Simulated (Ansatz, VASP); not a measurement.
Cs3Ge2S3: VASP beside Ansatz

File INCAR:

```
SYSTEM = Cs3Ge2S3
ALGO = Normal
EDIFF = 1E-6
ENCUT = 520
GGA = PE
ISIF = 2
ISMEAR = 0
LASPH = .True.
LCHARG = .False.
LREAL = .False.
LWAVE = .False.
NBANDS = 46
NELM = 100
PREC = Accurate
SIGMA = 0.1
```

File KPOINTS:

```
k-points
0
Gamma
  4 4 4
  0 0 0
```

The input POSCAR:

```
Cs3Ge2S3
1.0
    6.4644398100      0.0000000000      0.0000000000
    0.0000000000      6.4644398100      0.0000000000
    0.0000000000      0.0000000000      6.4644398100
Cs Ge S
3 2 3
Direct
    0.5000000000      0.0000000000      0.0000000000
    0.0000000000      0.5000000000      0.0000000000
    0.0000000000      0.0000000000      0.5000000000
    0.5000000000      0.5000000000      0.5000000000
    0.0000000000      0.0000000000      0.0000000000
    0.0000000000      0.5000000000      0.5000000000
    0.5000000000      0.0000000000      0.5000000000
    0.5000000000      0.5000000000      0.0000000000
```

Input for Ansatz:

```yaml
crystal:
  lattice:
    - [6.46443981, 0.0, 0.0]
    - [0.0, 6.46443981, 0.0]
    - [0.0, 0.0, 6.46443981]
  atoms:
    - { symbol: Cs, position: [0.5, 0.0, 0.0] }
    - { symbol: Cs, position: [0.0, 0.5, 0.0] }
    - { symbol: Cs, position: [0.0, 0.0, 0.5] }
    - { symbol: Ge, position: [0.5, 0.5, 0.5] }
    - { symbol: Ge, position: [0.0, 0.0, 0.0] }
    - { symbol: S, position: [0.0, 0.5, 0.5] }
    - { symbol: S, position: [0.5, 0.0, 0.5] }
    - { symbol: S, position: [0.5, 0.5, 0.0] }
basis:
  ecutwfc: 420
kpoints:
  mp_grid: { grid: [4, 4, 4] }
hamiltonian:
  xc: pbe
scf:
  occupations: { method: gaussian, width: 0.1 }
  lower_state_search: "off"
output:
  forces: true
  stress: true
  eigenvalues: true
```

Alike in both runs: task single point; functional PBE; k mesh 4 × 4 × 4; occupations gaussian, width 0.1 eV; no spin polarisation.

|  | VASP | Ansatz |
| --- | --- | --- |
| version | VASP 6.6.1 | Ansatz 0.2.0 |
| potentials or method | VASP PAW PBE potentials, release 64 (Cs_sv, Ge_d, S) | scalar-relativistic, plane waves, PAW |
| plane-wave cutoff (eV) | 520 | 420 |
| valence electrons in the cell | 73 | 73 |

```csv
,VASP,Ansatz,Ansatz less VASP
gap on the k mesh at the Fermi level (eV),none,none,-
pressure (GPa),1.2,1.1,-0.12
```

A gap of «none» marks a metal or a gap that the smearing closes.

Spin-orbit coupling is left out, which matters for the levels of Cs.
